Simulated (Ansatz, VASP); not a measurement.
# VIBr (1T-VBrI monolayer): VASP beside Ansatz, part 2 of 2

Wanted: the spread between two codes on one cell, functional and k mesh. The structure shown is the start of the Ansatz relaxation below; VASP solves that cell, so the two are compared at the walk's first step.

VASP 6.6.1 and Ansatz 0.2.0.

So far: The starting structure; Ansatz: relaxation, PBE with D4, DFT+U.

**3. VASP: single point, PBE with D4, DFT+U, start cell**

Level of this step: PBE with D4, DFT+U (V d 2 eV), spin-polarised from a ferromagnetic start; plane waves and PAW (I, V_sv, Br) (VASP).

The same cell, functional, mesh and smearing now go to VASP, with its own data sets.

Lines of VASP's logs that name or quote its potential files are left out, and so is its time.

Input file INCAR:

```
SYSTEM = VIBr
PREC = Accurate
ENCUT = 400
EDIFF = 1E-06
NELM = 200
ISMEAR = -1
SIGMA = 0.05
LREAL = .FALSE.
ALGO = Normal
GGA = PE
IVDW = 13
NBANDS = 23
ISPIN = 2
MAGMOM = -0.04 2.62 -0.03
LDAU = .TRUE.
LDAUTYPE = 2
LDAUL = -1 2 -1
LDAUU = 0 2 0
LDAUJ = 0 0 0
LDAUPRINT = 1
LASPH = .TRUE.
LMAXMIX = 4
LORBIT = 11
LWAVE = .FALSE.
LCHARG = .FALSE.
ISIF = 2
LDIPOL = .TRUE.
IDIPOL = 3
DIPOL = 0.5 0.5 0.353
LVHAR = .TRUE.
GGA_COMPAT = .FALSE.
NELMDL = -8
KPAR = 2
```

Input file POSCAR:

```
VIBr
1.0
    3.9076660000      0.0000000000      0.0000000000
   -1.9538330000      3.3841380000      0.0000000000
    0.0000000000      0.0000000000     30.1957620000
I V Br
1 1 1
Direct
    0.6666666667      0.3333333333      0.2980550714
    0.0000000000      0.0000000000      0.3564549555
    0.3333333333      0.6666666667      0.4039600325
```

Input file KPOINTS:

```
Automatic mesh
0
Gamma
12 12 1
0 0 0
```

The projector-augmented-wave data sets are I, V_sv and Br (PBE family, release 64).

The run is started by

```
mpirun -np 2 vasp_std
```

Numbers of over 12 decimals in the logs are rounded to 6 here.

What it wrote:

```text
[banner, memory and clock lines left out]
running    2 mpi-ranks, on    1 nodes
 distrk:  each k-point on    1 cores,    2 groups
 distr:  one band on    1 cores,    1 groups

 POSCAR found type information on POSCAR I V Br
 POSCAR found :  3 types and       3 ions
 LDA part: xc-table for (Slater+PW92), standard interpolation
 POSCAR, INCAR and KPOINTS ok, starting setup
 FFT: planning ... GRIDC
 FFT: planning ... GRID_SOFT
 FFT: planning ... GRID
 WAVECAR not read
 entering main loop
       N       E                     dE             d eps       ncg     rms          rms(c)
DAV:   1     0.144160259081E+03    0.14416E+03   -0.10977E+04  2356   0.669E+02
DAV:   2     0.245087379531E+01   -0.14171E+03   -0.13691E+03  2413   0.183E+02
DAV:   3    -0.118104323943E+02   -0.14261E+02   -0.14035E+02  2204   0.493E+01
DAV:   4    -0.122159285130E+02   -0.40550E+00   -0.40496E+00  2483   0.933E+00
DAV:   5    -0.122211873146E+02   -0.52588E-02   -0.52578E-02  2400   0.889E-01
DAV:   6    -0.122213027605E+02   -0.11545E-03   -0.11544E-03  2551   0.110E-01
DAV:   7    -0.122213035538E+02   -0.79330E-06   -0.79334E-06  2421   0.983E-03
DAV:   8    -0.122213035636E+02   -0.97743E-08   -0.97036E-08  1752   0.102E-03    0.962E+00
DAV:   9    -0.128510937568E+02   -0.62979E+00   -0.68983E+00  1986   0.160E+01    0.572E+00
DAV:  10    -0.130803449271E+02   -0.22925E+00   -0.90918E-01  2106   0.752E+00    0.319E+00
DAV:  11    -0.130870648527E+02   -0.67199E-02   -0.17672E-01  2143   0.255E+00    0.149E+00
DAV:  12    -0.130049140445E+02    0.82151E-01   -0.48185E-02  2099   0.167E+00    0.553E-01
DAV:  13    -0.130027451002E+02    0.21689E-02   -0.95862E-03  2291   0.539E-01    0.297E-01
DAV:  14    -0.130162497613E+02   -0.13505E-01   -0.20385E-03  2065   0.221E-01    0.226E-01
[...]
DAV:  26    -0.132022185732E+02   -0.94481E-03   -0.36799E-06  1872   0.520E-03    0.242E-03
DAV:  27    -0.132023958721E+02   -0.17730E-03   -0.11606E-07  1873   0.205E-03    0.162E-03
DAV:  28    -0.132024515229E+02   -0.55651E-04   -0.10938E-07  1571   0.140E-03    0.104E-03
DAV:  29    -0.132025258413E+02   -0.74318E-04   -0.64057E-07  1693   0.215E-03    0.753E-04
DAV:  30    -0.132025396377E+02   -0.13796E-04   -0.61484E-08  1706   0.885E-04    0.537E-04
DAV:  31    -0.132025566486E+02   -0.17011E-04   -0.13186E-07  1636   0.915E-04    0.259E-04
DAV:  32    -0.132025598161E+02   -0.31674E-05   -0.52539E-08  1780   0.587E-04    0.196E-04
DAV:  33    -0.132025605545E+02   -0.73846E-06   -0.34893E-09  1644   0.235E-04
   1 F= -.13892566E+02 E0= -.13892566E+02  d E =-.688781E-10  mag=     3.0000
```

From OUTCAR (step 3):

```text
ion  position               nearest neighbor table
   1  0.667  0.333  0.298-   2 2.86   2 2.86   2 2.86
   2  0.000  0.000  0.356-   3 2.67   3 2.67   3 2.67   1 2.86   1 2.86   1 2.86
   3  0.333  0.667  0.404-   2 2.67   2 2.67   2 2.67

  LATTYP: Found a hexagonal cell.
 ALAT       =     3.9076660000
 C/A-ratio  =     7.7273139516

 Subroutine GETGRP returns: Found  6 space group operations
 (whereof  6 operations were pure point group operations)

The static configuration has the point symmetry C_3v.

 Found     19 irreducible k-points:

   k-points           NKPTS =     19   k-points in BZ     NKDIM =     19   number of bands    NBANDS=     23

   dimension x,y,z NGX =    28 NGY =   28 NGZ =  200
   dimension x,y,z NGXF=    56 NGYF=   56 NGZF=  400

   ENCUT  =  400.0 eV  29.40 Ry    5.42 a.u.   6.37  6.37 49.24*2*pi/ulx,y,z

   NELECT =      27.0000    total number of electrons

 k-points in reciprocal lattice and weights: Automatic mesh
   0.00000000  0.00000000  0.00000000       0.007
   0.08333333  0.00000000  0.00000000       0.042
   0.16666667  0.00000000  0.00000000       0.042
   0.25000000  0.00000000  0.00000000       0.042
   0.33333333  0.00000000  0.00000000       0.042
   0.41666667  0.00000000  0.00000000       0.042
   0.50000000  0.00000000  0.00000000       0.021
   0.08333333  0.08333333  0.00000000       0.042
   0.16666667  0.08333333  0.00000000       0.083
[...]
0.33333333  0.25000000  0.00000000       0.083
   0.33333333  0.33333333  0.00000000       0.014

atom =   2  type =  2  l = 2

 onsite density matrix

spin component  1

  0.6331 -0.0000 -0.0000  0.3368 -0.0000
 -0.0000  0.3694 -0.0000  0.0000  0.3368
 -0.0000 -0.0000  0.8669 -0.0000 -0.0000
  0.3368  0.0000 -0.0000  0.3694 -0.0000
 -0.0000  0.3368 -0.0000 -0.0000  0.6331

spin component  2

  0.0372  0.0000 -0.0000 -0.0347  0.0000
  0.0000  0.0619  0.0000  0.0000 -0.0347
 -0.0000  0.0000  0.0127 -0.0000 -0.0000
 -0.0347  0.0000 -0.0000  0.0619  0.0000
  0.0000 -0.0347 -0.0000  0.0000  0.0372

 occupancies and eigenvectors

  o =  0.0127  v =  0.0000  0.0000  0.0000  0.0000  0.0000  0.0000  0.0000  1.0000  0.0000  0.0000      0.0000  0.0000  0.0000  0.0000  0.0000  0.0000  0.0000  0.0000  0.0000  0.0000
  o =  0.0128  v =  0.0000  0.0000  0.0000  0.0000  0.0000 -0.0000  0.5762 -0.0000 -0.0000  0.8173      0.0000  0.0000  0.0000  0.0000  0.0000  0.0000  0.0000  0.0000  0.0000  0.0000
  o =  0.0128  v =  0.0000  0.0000  0.0000  0.0000  0.0000  0.8173  0.0000 -0.0000  0.5762  0.0000      0.0000  0.0000  0.0000  0.0000  0.0000  0.0000  0.0000  0.0000  0.0000  0.0000
  o =  0.0864  v =  0.0000  0.0000  0.0000  0.0000  0.0000  0.0000  0.8173  0.0000 -0.0000 -0.5762      0.0000  0.0000  0.0000  0.0000  0.0000  0.0000  0.0000  0.0000  0.0000  0.0000
  o =  0.0864  v =  0.0000  0.0000  0.0000  0.0000  0.0000 -0.5762  0.0000  0.0000  0.8173 -0.0000      0.0000  0.0000  0.0000  0.0000  0.0000  0.0000  0.0000  0.0000  0.0000  0.0000
  o =  0.1396  v =  0.0000  0.8260 -0.0000  0.0000 -0.5637  0.0000  0.0000  0.0000  0.0000  0.0000      0.0000  0.0000  0.0000  0.0000  0.0000  0.0000  0.0000  0.0000  0.0000  0.0000
  o =  0.1396  v =  0.5637  0.0000  0.0000 -0.8260  0.0000  0.0000  0.0000  0.0000  0.0000  0.0000      0.0000  0.0000  0.0000  0.0000  0.0000  0.0000  0.0000  0.0000  0.0000  0.0000
  o =  0.8630  v =  0.0000 -0.5637 -0.0000  0.0000 -0.8260  0.0000  0.0000  0.0000  0.0000  0.0000      0.0000  0.0000  0.0000  0.0000  0.0000  0.0000  0.0000  0.0000  0.0000  0.0000
  o =  0.8630  v = -0.8260  0.0000  0.0000 -0.5637  0.0000  0.0000  0.0000  0.0000  0.0000  0.0000      0.0000  0.0000  0.0000  0.0000  0.0000  0.0000  0.0000  0.0000  0.0000  0.0000
  o =  0.8669  v =  0.0000 -0.0000  1.0000  0.0000 -0.0000  0.0000  0.0000  0.0000  0.0000  0.0000      0.0000  0.0000  0.0000  0.0000  0.0000  0.0000  0.0000  0.0000  0.0000  0.0000

 dipolmoment           0.000000      0.000000      0.014035 electrons x Angstroem

 average (electrostatic) potential at core
       1 -98.9951       2 -82.4099       3 -69.1535

 E-fermi :  -2.1356

 spin component 1
 k-point     1 :       0.0000    0.0000    0.0000
  band No.  band energies     occupation
    ...
     11      -4.2670      1.00000
     12      -4.2670      1.00000
     13      -3.8000      1.00000
     14      -3.8000      1.00000
     15      -3.6873      1.00000
     16      -0.6618      0.00000
     17      -0.6618      0.00000
     18       0.0693      0.00000
     19       1.3107      0.00000
     20       1.6673      0.00000
    ...

 k-point     2 :       0.0833    0.0000    0.0000
  band No.  band energies     occupation
    ...
     11      -4.6999      1.00000
     12      -4.4196      1.00000
     13      -3.8101      1.00000
     14      -3.6954      1.00000
     15      -3.5378      1.00000
     16      -0.8351      0.00000
     17      -0.6757      0.00000
     18       0.3355      0.00000
     19       1.5230      0.00000
     20       1.8555      0.00000
    ...

 k-point     3 :       0.1667    0.0000    0.0000
  band No.  band energies     occupation
    ...
     11      -5.2423      1.00000
     12      -4.6837      1.00000
     13      -3.8810      1.00000
     14      -3.5603      1.00000
     15      -3.4103      1.00000
     16      -1.0142      0.00000
     17      -0.6938      0.00000
     18       0.9171      0.00000
     19       1.8038      0.00000
     20       2.2136      0.00000
    ...

 k-point     4 :       0.2500    0.0000    0.0000
  band No.  band energies     occupation
    ...
     11      -5.3544      1.00000
     12      -4.9255      1.00000
     13      -3.9666      1.00000
     14      -3.4842      1.00000
     15      -3.3617      1.00000
     16      -0.9708      0.00000
     17      -0.6877      0.00000
     18       1.4853      0.00000
     19       1.8171      0.00000
     20       2.3896      0.00000
    ...

 k-point     5 :       0.3333    0.0000    0.0000
  band No.  band energies     occupation
    ...
     11      -5.5290      1.00000
     12      -5.1052      1.00000
     13      -4.0268      1.00000
     14      -3.4520      1.00000
     15      -3.3598      1.00000
     16      -0.7595      0.00000
     17      -0.6620      0.00000
     18       1.2710      0.00000
     19       1.8387      0.00000
     20       2.6600      0.00000
    ...

 k-point     6 :       0.4167    0.0000    0.0000
  band No.  band energies     occupation
    ...
     11      -5.7157      1.00000
     12      -5.2125      1.00000
     13      -4.0572      1.00000
     14      -3.4390      1.00000
     15      -3.3881      1.00000
     16      -0.6373      0.00000
     17      -0.5259      0.00000
     18       0.9124      0.00000
     19       1.6813      0.00000
     20       2.9756      0.00000
    ...

  DFT-D4 for vdW energy calculation

  Edisp (eV):   -0.69001

  Total       0.14292     0.14292    -0.69054    -0.00000     0.00000     0.00000
  in kB       0.57345     0.57345    -2.77069    -0.00000     0.00000     0.00000
  external pressure =       -0.54 kB  Pullay stress =        0.00 kB

  energy-cutoff  :      400.00
  volume of cell :      399.31
      direct lattice vectors                 reciprocal lattice vectors
     3.907666000  0.000000000  0.000000000     0.255907235  0.147748112  0.000000000
    -1.953833000  3.384138000  0.000000000     0.000000000  0.295496224  0.000000000
     0.000000000  0.000000000 30.195762000     0.000000000  0.000000000  0.033117230

 POSITION                                       TOTAL-FORCE (eV/Angst)
 -----------------------------------------------------------------------------------
      1.95383      1.12805      9.00000         0.000000      0.000000      0.300689
      0.00000      0.00000     10.76343        -0.000000      0.000000     -0.297580
     -0.00000      2.25609     12.19788        -0.000000     -0.000000     -0.003109
 -----------------------------------------------------------------------------------
    total drift:                               -0.000000     -0.000000      0.000480

  FREE ENERGIE OF THE ION-ELECTRON SYSTEM (eV)
  ---------------------------------------------------
  free  energy   TOTEN  =       -13.8925659965 eV

  energy  without entropy=      -13.8925659965  energy(sigma->0) =      -13.89256600

 vacuum level on the upper side and lower side of the slab         2.065         1.873

 total charge
# of ion       s       p       d       tot
------------------------------------------
    1        1.506   2.818   0.021   4.345
    2        2.154   6.090   3.063  11.308
    3        1.606   3.269   0.020   4.895
--------------------------------------------------
tot          5.266  12.178   3.104  20.548

 magnetization (x)
# of ion       s       p       d       tot
------------------------------------------
    1       -0.002  -0.045   0.007  -0.040
    2        0.028   0.019   2.649   2.697
    3       -0.002  -0.031   0.010  -0.023
--------------------------------------------------
tot          0.025  -0.057   2.665   2.634

[... 6 further parts left out ...]
```

The cell holds one magnetic atom, so no antiferromagnetic order fits into it.

**4. Differences**

Known differences besides the potentials themselves: VASP starts from the moments at which Ansatz ended; U acts on the PAW sphere in VASP and on atomic orbitals in Ansatz, so only states and trends compare; Ansatz cuts the interaction across the vacuum, VASP repeats the sheet with a dipole correction; the data sets hold 37 valence electrons in Ansatz (on its default PAW (the set named soft_2) files) and 27 in VASP; the cutoff is 420 eV in Ansatz and 400 eV in VASP. Total energies have different zeros and are not compared.

Forces (eV/Å; atoms numbered as in POSCAR):

```csv
atom,"Ansatz x, y, z","VASP x, y, z"
I1,"0.000, 0.000, 0.324","0.000, 0.000, 0.301"
V2,"0.000, 0.000, -0.307","0.000, 0.000, -0.298"
Br3,"0.000, 0.000, -0.018","0.000, 0.000, -0.003"
```

The forces differ by 9.7 meV/Å r.m.s., which is 6.9 % of the r.m.s. force of 0.141 eV/Å (both taken over all components). Moments aren't recorded for both runs of this pair, so they may hold unlike magnetic states. With vacuum in the cell, a pressure given here is an average over mostly empty space and none of the material.

**5. Results**

```
r.m.s. force difference (single point, PBE with D4, DFT+U, start cell) : 9.7 meV/Å
```

**Reading.** The r.m.s. force difference is 9.7 meV/Å (single point, PBE with D4, DFT+U, start cell). The data sets hold unlike numbers of valence electrons (37 in Ansatz and 27 in VASP), so part of the differences comes from the potentials. 1 further run of this series is not shown here. How closely two codes agree says nothing of how well the functional describes the real material.

[Lines on the potential files, build, host, timing and source positions are cut from VASP's logs without a mark.]

[Logs are printed without paths, hosts, clocks, repeated set-up lines and the standing remarks that a program may print on its own settings, such as how far it seeks lower states.]

[Hosts, paths, dates, database ids (printed as entryN), source tags and the programs' standing remarks are cut or masked in the printed files.]
